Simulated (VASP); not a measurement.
Calculation: PBEsol GGA, VASP's PBE PAW potentials (set 64) (plane waves; VASP).

VASP ran on this input.

INCAR:
```
ALGO = Normal
EDIFF = 1E-6
EDIFFG = -0.01
ENCUT = 400
GGA = PS
IBRION = 2
ISIF = 3
ISMEAR = 1
ISPIN = 2
LASPH = .TRUE.
LCHARG = .FALSE.
LMAXMIX = 4
LORBIT = 10
LREAL = .FALSE.
LWAVE = .FALSE.
MAGMOM = 2.0 0.0
NELM = 100
NSW = 60
PREC = Accurate
SIGMA = 0.1
SYSTEM = NiAl
```

File POSCAR:
```
NiAl
1
    3.1850000000     0.0000000000     0.0000000000
    0.0000000000     3.1850000000     0.0000000000
    0.0000000000     0.0000000000     3.1850000000
Ni Al
1 1
Direct
  0.0000000000   0.0000000000   0.0000000000
  0.5000000000   0.5000000000   0.5000000000
```

File KPOINTS:
```
Automatic mesh
0
G
  10 10 10
```

POTCAR, in this order: Ni Al (PBE.64 set). Program: vasp_std.

Q: What will the output report for the number of irreducible k-points (NKPTS), number of bands (NBANDS), largest plane-wave count, number of space-group operations, FFT grid (NGX, NGY, NGZ)?

A: 
* **number of irreducible k-points (NKPTS)**: 56
* **number of bands (NBANDS)**: 11
* **largest plane-wave count**: 624
* **number of space-group operations**: 48
* **FFT grid (NGX, NGY, NGZ)**: 24 × 24 × 24

The structure was generated: NiAl was put into the CsCl type type (Pm-3m), which need not be its known phase. This run relaxes it. Symmetry was kept, so distortions that lower it aren't found.
